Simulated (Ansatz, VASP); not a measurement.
# Cross-check of Ge (zigzag Ge chain) between VASP and Ansatz, part 2 of 2

One calculation is typed for both programs; each brings its own data sets. How far apart do they land? The structure shown is the start of the Ansatz relaxation below; VASP solves that cell, so the two are compared at the walk's first step.

VASP 6.6.1 and Ansatz 0.2.0.

So far. Step 7 (Comparison): The forces differ by 3.1 meV/Å r.m.s., which is 0.5 % of the r.m.s. force of 0.596 eV/Å (both taken over all components). Moments aren't recorded for both runs of this pair, so they may hold unlike magnetic states.

### Step 8. Ansatz: relaxation, LDA

Level of this step: Ansatz beside VASP: Kohn-Sham DFT, plane waves, LDA (Ansatz).

The two programs are compared at the cell with which this relaxation starts, whose forces are those of its first step.

The structure compared here is the start of the Ansatz relaxation; VASP solves that cell, so the two are compared at the walk's first step.

Input file input.yaml:

```yaml
crystal:
  lattice:
    - [9.0, 0.0, 0.0]
    - [0.0, 7.5, 0.0]
    - [0.0, 0.0, 4.0262410234]
  atoms:
    - { symbol: Ge, position: [0.440533602, 0.5, 0.0], spin: 0.3 }
    - { symbol: Ge, position: [0.559466398, 0.5, 0.5], spin: 0.3 }
magnetization:
  spin_polarized: true
kpoints:
  mp_grid: { grid: [1, 1, 20] }
scf:
  occupations: { method: fermi_dirac, width: 0.05 }
hamiltonian:
  xc: lda
relax:
  cell: { fix: [a, b, alpha, beta, gamma] }
  max_steps: 60
```

The run is started by

```sh
$ ansatz run input.yaml --threads 4 --pin off --max-ram 8192MiB --backend cpu --events-out ev --progress --plain --runs-dir out
```

Numbers of over 12 decimals in the logs are rounded to 6 here.

Log:

```text
[...]
Crystal: 2 atoms, lattice volume = 271.771 Å³
Basis set: ecut = 420 eV, 5335 PW (Γ)
Bands: 19, of which v1, the nominal top of the filled ones, is band 14 counted from 1 (13 counted from 0)
Symmetry: 8 space group operations
[...]
k-points: 11 of 20
[...]
Starting moments: Σ|m| = 0.6 μB on 2 of 2 sites
[...]
0.000000       0.000000      -0.002942
  P = ⅓ Tr σ = 0.0663 GPa (0.663 kbar)
--- Relaxed structure (4 steps of the walk, 4 accepted, 1 SCFs on fresh bases) ---
[...]
cell:  # Å, volume = 263.6620 Å³
    - [9.0, 0.0, 0.0]
    - [0.0, 7.5, 0.0]
    - [0.0, 0.0, 3.906104]
  atoms:
    - { symbol: Ge, position: [0.431529, 0.5, 0.0] }
    - { symbol: Ge, position: [0.568471, 0.5, 0.500000] }
[key lines of the parts left out:]
SCF converged after 5 iterations
Magnetization: -0.0000 μB (14.0000 up, 14.0000 down)
Free energy (F): -8428.526517 eV
Fermi energy:    -2.605417 eV
```

### Step 9. VASP: single point, LDA, start cell

The same cell, functional (in two slightly different forms), mesh and smearing now go to VASP, with its own data sets.

Input file INCAR:

```
SYSTEM = Ge
PREC = Accurate
ENCUT = 410
EDIFF = 1E-06
NELM = 200
ISMEAR = -1
SIGMA = 0.05
LREAL = .FALSE.
ALGO = Normal
GGA = CA
NBANDS = 21
ISPIN = 2
MAGMOM = -0 -0
LORBIT = 11
LWAVE = .FALSE.
LCHARG = .FALSE.
ISIF = 2
LASPH = .TRUE.
GGA_COMPAT = .FALSE.
KPAR = 2
```

Input file POSCAR:

```
Ge
1.0
    9.0000000000      0.0000000000      0.0000000000
    0.0000000000      7.5000000000      0.0000000000
    0.0000000000      0.0000000000      4.0262410000
Ge
2
Direct
    0.4405335556      0.5000000000      0.0000000000
    0.5594664444      0.5000000000      0.5000001242
```

Input file KPOINTS:

```
Automatic mesh
0
Gamma
1 1 20
0 0 0
```

The projector-augmented-wave data sets are Ge_d (LDA family, release 64).

The run is started by

```sh
$ mpirun -np 2 vasp_std
```

Log:

```text
[banner, memory and clock lines left out]
running    2 mpi-ranks, on    1 nodes
[...]
LDA part: xc-table for (Slater(with rela. corr.)+CA(PZ))
 , standard interpolation
 POSCAR, INCAR and KPOINTS ok, starting setup
[...]
entering main loop
       N       E                     dE             d eps       ncg     rms          rms(c)
DAV:   1     0.154284606182E+03    0.15428E+03   -0.13244E+04  1062   0.133E+03
DAV:   2     0.119748297154E+02   -0.14231E+03   -0.13865E+03  1090   0.284E+02
DAV:   3    -0.678488515286E+01   -0.18760E+02   -0.18703E+02  1211   0.117E+02
DAV:   4    -0.761224188849E+01   -0.82736E+00   -0.82698E+00  1074   0.282E+01
[...]
DAV:  15    -0.741195636555E+01   -0.75101E-04   -0.62400E-06   798   0.138E-02    0.201E-03
DAV:  16    -0.741198612155E+01   -0.29756E-04   -0.71509E-06   788   0.166E-02    0.157E-03
DAV:  17    -0.741198679634E+01   -0.67479E-06   -0.20509E-07   784   0.383E-03
   1 F= -.74119868E+01 E0= -.74069758E+01  d E =-.100221E-01  mag=    -0.0000
```

Parts of OUTCAR (step 9):

```text
  Total        0.6045830      0.1717375     -0.4316624      0.0000000      0.0000000      0.0000000
  in kB        3.5642074      1.0124465     -2.5447859      0.0000000      0.0000000      0.0000000
  external PRESSURE =       0.6772893 kB  Pullay stress =       0.0000000 kB

 POSITION                                       TOTAL-FORCE (eV/Angst)
 -----------------------------------------------------------------------------------
      3.96480      3.75000      0.00000        -0.616642      0.000000      0.000000
      5.03520      3.75000      2.01312         0.616642      0.000000      0.000000
 -----------------------------------------------------------------------------------
    total drift:                                0.000151      0.000000     -0.000196

  FREE ENERGIE OF THE ION-ELECTRON SYSTEM (eV)
  ---------------------------------------------------
  free  energy   TOTEN  =        -7.4119867963 eV

  energy  without entropy=       -7.4019647324  energy(sigma->0) =       -7.40697576

 magnetization (x)
# of ion       s       p       d       tot
------------------------------------------
    1       -0.000   0.000  -0.000   0.000
    2       -0.000   0.000  -0.000   0.000
--------------------------------------------------
tot         -0.000   0.000  -0.000   0.000

[... 2 parts as in an earlier step ...]

[... 1 further part left out ...]
[key lines of the parts left out:]
E-fermi :  -3.2825
```

### Step 10. Side by side

What differs besides the data sets and the points named for the pairs above, as far as they apply: the two LDA forms differ slightly; VASP's log shows a relativistic correction to its local exchange, Ansatz's none. Total energies have different zeros and are not compared.

Forces (eV/Å; atoms numbered as in POSCAR):

```csv
atom,"Ansatz x, y, z","VASP x, y, z"
Ge1,"-0.602, 0.000, 0.000","-0.617, 0.000, 0.000"
Ge2,"0.602, 0.000, 0.000","0.617, 0.000, 0.000"
```

The forces differ by 8.6 meV/Å r.m.s., which is 2.4 % of the r.m.s. force of 0.356 eV/Å (both taken over all components). Moments aren't recorded for both runs of this pair, so they may hold unlike magnetic states.

### Step 11. Summary of results

| Property | Result |
| --- | --- |
| r.m.s. force difference (single point, PBE, start cell, pair 1) | 0.54 % of the r.m.s. force |
| r.m.s. force difference (single point, PBE, start cell, pair 2) | 0.52 % of the r.m.s. force |
| r.m.s. force difference (single point, LDA, start cell) | 2.4 % of the r.m.s. force |

What this shows: The r.m.s. force difference is 2.4 % of the r.m.s. force (single point, LDA, start cell), within the 3 % picked in this series as the mark of a large difference. 7 further runs of this series are not shown here. How closely two codes agree says nothing of how well the functional describes the real material.

[Lines on the potential files, build, host, timing and source positions are cut from VASP's logs without a mark.]

[Logs are printed without paths, hosts, clocks, repeated set-up lines and the standing remarks that a program may print on its own settings, such as how far it seeks lower states.]

[Hosts, paths, dates, database ids (printed as entryN), source tags and the programs' standing remarks are cut or masked in the printed files.]
